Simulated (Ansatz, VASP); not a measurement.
# One calculation of LuBeSi4, two programs

```xyz
6
Lattice="3.6943 0.0000 0.0000 0.0000 3.6943 0.0000 0.0000 0.0000 7.2507" Properties=species:S:1:pos:R:3 pbc="T T T"
Lu    0.0000    0.0000    3.6253
Be    1.8472    1.8472    0.0000
Si    0.0000    1.8472    5.8306
Si    1.8472    0.0000    5.8306
Si    0.0000    1.8472    1.4200
Si    1.8472    0.0000    1.4200
```

Alike in both runs: functional PBE; k mesh 4 × 4 × 4; occupations gaussian, width 0.1 eV; no spin polarisation.

Ansatz relaxed the structure, and its values are those at the end. VASP's run is a single point on that final structure, the one shown.

|  | VASP | Ansatz |
| --- | --- | --- |
| version | VASP 6.6.1 | Ansatz 0.2.0 |
| potentials or method | VASP PAW PBE potentials, release 64 (Lu, Be, Si) | scalar-relativistic, plane waves, PAW |
| plane-wave cutoff (eV) | 520 | 420 |
| valence electrons in the cell | 43 | 43 |

```csv
,VASP,Ansatz,Ansatz less VASP
gap on the k mesh at the Fermi level (eV),none,none,-
pressure (GPa),0.2,0.0,-0.14
rms of the force components (eV/Å),0.005,0.005,-0.0002
```

A gap of «none» marks a metal or a gap that the smearing closes. With one functional, cell and mesh, what is left measures potentials, basis and numerics.

Caveats: the k mesh is coarse (spacing up to 0.43 Å⁻¹), so the values aren't converged. Spin-orbit coupling is left out, which matters for the levels of Lu.
